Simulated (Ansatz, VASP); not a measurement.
# Re (Rhenium) in two plane-wave programs, part 2 of 2

One calculation is typed for both programs; each brings its own data sets. How far apart do they land? The structure shown is the end of the Ansatz relaxation below.

VASP 6.6.1 and Ansatz 0.2.0.

So far: Starting point; Ansatz: relaxation, PBEsol; VASP: single point, PBEsol, pair 1; Side by side; VASP: single point, PBEsol, pair 2.

## Step 6: VASP: single point, PBEsol, pair 2 (continued)

Level of this step: PBEsol; plane waves and PAW (Re) (VASP).

Numbers of over 12 decimals in the logs are rounded to 6 here.

Parts of OUTCAR (step 6):

```text
  Total        6.7565951      6.7565951      6.7344940     -0.0000000      0.0000000     -0.0000000
  in kB      404.2975538    404.2975538    402.9750756     -0.0000000      0.0000000     -0.0000000
  external PRESSURE =     403.8567278 kB  Pullay stress =       0.0000000 kB

 POSITION                                       TOTAL-FORCE (eV/Angst)
 -----------------------------------------------------------------------------------
     -0.00000      1.54430      1.08035         0.000000     -0.000000      0.000000
      1.33740      0.77215      3.24104        -0.000000      0.000000      0.000000
 -----------------------------------------------------------------------------------
    total drift:                               -0.000000      0.000000     -0.000000

  FREE ENERGIE OF THE ION-ELECTRON SYSTEM (eV)
  ---------------------------------------------------
  free  energy   TOTEN  =       -26.4647222190 eV

  energy  without entropy=      -26.4657119652  energy(sigma->0) =      -26.46505213

[... 1 part as in an earlier step ...]

[... 2 further parts left out ...]
[key lines of the parts left out:]
E-fermi :   8.9217
```

The run ends at a pressure of 40.39 GPa.

## Step 7: Comparison

What differs besides the data sets and the points named for the pairs above, as far as they apply: the data sets hold 30 valence electrons in Ansatz (on its PAW soft_1 files) and 14 in VASP. Total energies have different zeros and are not compared.

The two programs side by side:

```tsv
quantity	Ansatz	VASP	difference
pressure (GPa)	39.17	40.39	-1.21
```

## Step 8: Ansatz: relaxation, PBEsol

This run makes the geometry at which the two programs are then compared. The cell compared in this pair holds 27.36 Å³, against 26.78 Å³ for the pair before.

The structure compared here is the end of the Ansatz relaxation.

Contents of input.yaml:

```yaml
crystal:
  lattice:
    - [2.6943265788, 0.0, 0.0]
    - [-1.3471632894, 2.3333552633, 0.0]
    - [0.0, 0.0, 4.351573154]
  atoms:
    - { symbol: Re, position: [0.3333333333, 0.6666666667, 0.25] }
    - { symbol: Re, position: [0.6666666667, 0.3333333333, 0.75] }
kpoints:
  mp_grid: { grid: [18, 18, 12] }
hamiltonian:
  xc: pbesol
  pseudopotentials: { kind: paw, azcp: { folder: soft_1 }, xc_functional: pbe }
scf:
  occupations: { method: methfessel_paxton, width: 0.2 }
output:
  forces: true
  stress: true
  eigenvalues: true
relax:
  adjacent_minimum: "off"
  f_tol: 0.001
  max_steps: 60
  cell: { stress_tol: 0.01, fix: [volume] }
```

Run with:

```bash
ansatz run input.yaml --threads 4 --pin off --max-ram 10240MiB --backend cpu --events-out ev --progress --plain --runs-dir out
```

The program printed:

```text
[...]
Crystal: 2 atoms, lattice volume = 27.358 Å³
Basis set: ecut = 420 eV, 549 PW (Γ), exchange–correlation on 40×40×60 points (8 copies of the dense FFT grid, shifted against one another)
Bands: 19, of which v1, the nominal top of the filled ones, is band 15 counted from 1 (14 counted from 0)
Symmetry: 24 space group operations
[...]
k-points: 259 of 3888
[...]
k-point 258: bands = [... 11 lower, 21.8738, 23.6993, 23.6993, 25.9872, 25.9872, 29.6694, 29.6694, 36.3843]
--- Relaxed structure (3 steps of the walk, 2 accepted, 1 SCFs on fresh bases) ---
[...]
cell:  # Å, volume = 27.3576 Å³
    - [2.694181, 0.0, 0.0]
    - [-1.347091, 2.333229, 0.0]
    - [0.0, 0.0, 4.352043]
  atoms:
    - { symbol: Re, position: [0.333333, 0.666667, 0.25] }
    - { symbol: Re, position: [0.666667, 0.333333, 0.75] }
[key lines of the parts left out:]
SCF converged after 4 iterations
Free energy (F): -21476.610822 eV
Fermi energy:    25.950176 eV
P = ⅓ Tr σ = 27.7359 GPa (277.359 kbar)
```

## Step 9: VASP: single point, PBEsol, pair 3

The same cell, functional, mesh and smearing now go to VASP, with its own data sets.

Contents of INCAR:

```
SYSTEM = Re
PREC = Accurate
ENCUT = 600
EDIFF = 1E-06
NELM = 120
ISMEAR = 1
SIGMA = 0.2
LREAL = .FALSE.
ALGO = Normal
GGA = PS
NBANDS = 13
LASPH = .TRUE.
LORBIT = 11
LWAVE = .FALSE.
LCHARG = .FALSE.
ISIF = 2
GGA_COMPAT = .FALSE.
KPAR = 2
```

Contents of POSCAR:

```
Re
1.0
    2.6941812507      0.0000000000      0.0000000000
   -1.3470906254      2.3332294055      0.0000000000
    0.0000000000      0.0000000000      4.3520426270
Re
2
Direct
    0.3333333333      0.6666666667      0.2500000000
    0.6666666667      0.3333333333      0.7500000000
```

Contents of KPOINTS:

```
Automatic mesh
0
Gamma
18 18 12
0 0 0
```

The projector-augmented-wave data sets are Re (PBE family, release 64).

Run with:

```bash
mpirun -np 2 vasp_std
```

The program printed:

```text
[... set-up lines as in an earlier step ...]
 entering main loop
       N       E                     dE             d eps       ncg     rms          rms(c)
DAV:   1     0.312451420502E+02    0.31245E+02   -0.74012E+03 12758   0.149E+03
DAV:   2    -0.253579732424E+02   -0.56603E+02   -0.48432E+02 11236   0.341E+02
DAV:   3    -0.279343382598E+02   -0.25764E+01   -0.23239E+01 11628   0.928E+01
DAV:   4    -0.279744637736E+02   -0.40126E-01   -0.39516E-01 10593   0.633E+00
[...]
DAV:   9    -0.265897737260E+02    0.98891E-03   -0.47350E-04 11657   0.227E-01    0.525E-02
DAV:  10    -0.265897779428E+02   -0.42168E-05   -0.76332E-05 11269   0.130E-01    0.189E-02
DAV:  11    -0.265897778906E+02    0.52229E-07   -0.22481E-07  6793   0.196E-02
   1 F= -.26589778E+02 E0= -.26590103E+02  d E =0.975498E-03
```

Parts of OUTCAR (step 9):

```text
  Total        4.8910212      4.8910212      4.8683693     -0.0000000      0.0000000     -0.0000000
  in kB      286.4393858    286.4393858    285.1127932     -0.0000000      0.0000000     -0.0000000
  external PRESSURE =     285.9971883 kB  Pullay stress =       0.0000000 kB

 POSITION                                       TOTAL-FORCE (eV/Angst)
 -----------------------------------------------------------------------------------
     -0.00000      1.55549      1.08801         0.000000      0.000000      0.000000
      1.34709      0.77774      3.26403        -0.000000     -0.000000      0.000000
 -----------------------------------------------------------------------------------
    total drift:                               -0.000000      0.000000     -0.000000

  FREE ENERGIE OF THE ION-ELECTRON SYSTEM (eV)
  ---------------------------------------------------
  free  energy   TOTEN  =       -26.5897778906 eV

  energy  without entropy=      -26.5907533887  energy(sigma->0) =      -26.59010306

[... 1 part as in an earlier step ...]

[... 2 further parts left out ...]
[key lines of the parts left out:]
E-fermi :   8.6360
```

The run ends at a pressure of 28.60 GPa.

## Step 10: Side by side

What differs besides the data sets and the points named for the pairs above, as far as they apply: the data sets hold 30 valence electrons in Ansatz (on its PAW soft_1 files) and 14 in VASP. Total energies have different zeros and are not compared.

Both answers:

```tsv
quantity	Ansatz	VASP	difference
pressure (GPa)	27.74	28.60	-0.86
```

## Step 11: Outcome

* difference in pressure (single point, PBEsol, pair 1): -1.6 GPa
* difference in pressure (single point, PBEsol, pair 2): -1.2 GPa
* difference in pressure (single point, PBEsol, pair 3): -0.86 GPa

The difference in pressure is -1.6 GPa (single point, PBEsol, pair 1), beyond the 1 GPa picked in this series as the mark of a large difference. The data sets hold unlike numbers of valence electrons (30 in Ansatz and 14 in VASP), so part of the differences comes from the potentials. Such differences can come from data sets, numerical settings and the points named under the comparisons, not from the functional's error against experiment.

[Lines on the potential files, build, host, timing and source positions are cut from VASP's logs without a mark.]

[Logs are printed without paths, hosts, clocks, repeated set-up lines and the standing remarks that a program may print on its own settings, such as how far it seeks lower states.]

[Hosts, paths, dates, database ids (printed as entryN), source tags and the programs' standing remarks are cut or masked in the printed files.]
